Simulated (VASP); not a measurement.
Consider the following.

```
CELL_PARAMETERS angstrom
      2.82622     0.00000     0.00000
      0.00000     2.82622     0.00000
      0.00000     0.00000     2.82622
ATOMIC_POSITIONS crystal
  Cr 0.00000 0.00000 0.00000
  Cr 0.50000 0.50000 0.50000
```

These are rev-vdW-DF2, VASP's PBE PAW potentials (set 64) (plane waves; VASP) values and carry that method's errors. Numerical set-up: 520 eV cut-off, 14×14×14 Γ-centred mesh, tetrahedra with Blöchl corrections, potentials Cr_pv.

**Question.** What does the run give for the energy per atom (σ→0), band gap (on the k-mesh) with the smallest direct gap where there is one?

**Answer.** 
| Quantity | Value |
|---|---|
| band gap (on the k-mesh) | none (metal, semimetal or under 0.01 eV) |
| energy per atom (σ→0) | -6.973 eV/atom |

Total energies compare only between runs with the same potentials, cut-off and functional.

The compound is Cr in the bcc, AFM order structure. It was relaxed first, which changed the volume by -5 %. The run is not spin-polarised, so no magnetic state was tried.
